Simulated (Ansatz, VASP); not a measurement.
## Two plane-wave programs on RuPt2

```
CELL_PARAMETERS angstrom
2.75893 0.00000 0.00000
-1.37946 2.38930 0.00000
0.00000 0.00000 13.66593
ATOMIC_POSITIONS crystal
Ru 0.00000 0.00000 0.25000
Ru 0.00000 0.00000 0.75000
Pt 0.33333 0.66667 0.08743
Pt 0.66667 0.33333 0.58743
Pt 0.33333 0.66667 0.41257
Pt 0.66667 0.33333 0.91257
```

Change from the starting cell: species swapped into the TaSe2 type (P6_3/mmc, No. 194).

Alike in both runs: functional PBE; k mesh 6 × 6 × 2; occupations gaussian, width 0.1 eV; no spin polarisation.

Ansatz relaxed the structure, and its values are those at the end. VASP's run is a single point on that final structure, the one shown.

```csv
,VASP,Ansatz
version,VASP 6.6.1,Ansatz 0.2.0
potentials or method,"VASP PAW PBE potentials, release 64 (Ru_pv, Pt)","scalar-relativistic, plane waves, PAW"
plane-wave cutoff (eV),520,420
valence electrons in the cell,68,104
```

```csv
,VASP,Ansatz,Ansatz less VASP
gap on the k mesh at the Fermi level (eV),none,none,-
pressure (GPa),-0.4,0.0,+0.40
```

A gap of «none» marks a metal or a gap that the smearing closes. The functional is the same, so the differences come from potentials, cutoffs and numerics. The two sets of potentials don't hold the same shells in valence.

Caveats: the k mesh is coarse (spacing up to 0.44 Å⁻¹), so the values aren't converged. The runs have no spin-orbit coupling, so splittings on Pt are missing.
